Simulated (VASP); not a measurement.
An input for Ansatz (written as the equivalent of a VASP run, and not itself run):

Ansatz 0.2 input:
```yaml
crystal:
  lattice:
    - [0.0000000, 2.6936850, 2.6936850]
    - [2.6936850, 0.0000000, 2.6936850]
    - [2.6936850, 2.6936850, 0.0000000]
  atoms:
    - { symbol: Zn, position: [0.0000000, 0.0000000, 0.0000000] }
    - { symbol: S, position: [0.2500000, 0.2500000, 0.2500000] }
kpoints:
  mp_grid: { grid: [5, 5, 5] }
hamiltonian:
  xc: pbe
  pseudopotentials: { kind: paw }
scf:
  occupations: { method: gaussian, width: 0.01 }
  max_iter: 100
output: { forces: true, stress: true, eigenvalues: true }
```

Write the VASP files for the same calculation (PBE).

One answer among several that fit: 
KPOINTS:
```
Automatic mesh
0
Gamma
5 5 5
0 0 0
```

### INCAR
```
SYSTEM = ZnS
PREC = Normal; ENCUT = 500; LREAL = .FALSE.
LASPH = .TRUE.
EDIFF = 1E-8; NELM = 100; ALGO = Normal
ISMEAR = 0; SIGMA = 0.01
GGA = PE
LWAVE = .TRUE.; LCHARG = .FALSE.
```

**POSCAR**
```
ZnS
1
    0.0000000000     2.6936850000     2.6936850000
    2.6936850000     0.0000000000     2.6936850000
    2.6936850000     2.6936850000     0.0000000000
Zn S
1 1
Direct
  0.0000000000   0.0000000000   0.0000000000
  0.2500000000   0.2500000000   0.2500000000
```

POTCAR, in this order: Zn_sv_GW S_GW (PBE.64 set). Program: vasp_std.

The two are equivalent in intent, not identical: each code has its own PAW files, so the cut-off isn't converted (ENCUT is set for VASP's; basis.ecutwfc is left out, and Ansatz then takes the one that its files recommend); Ansatz stops its SCF on the density residual and VASP on the energy change (EDIFF).

The structure comes from a computed database's ZnS entry (F-43m); how it stands against other phases isn't given here. The cell was not relaxed at this level.
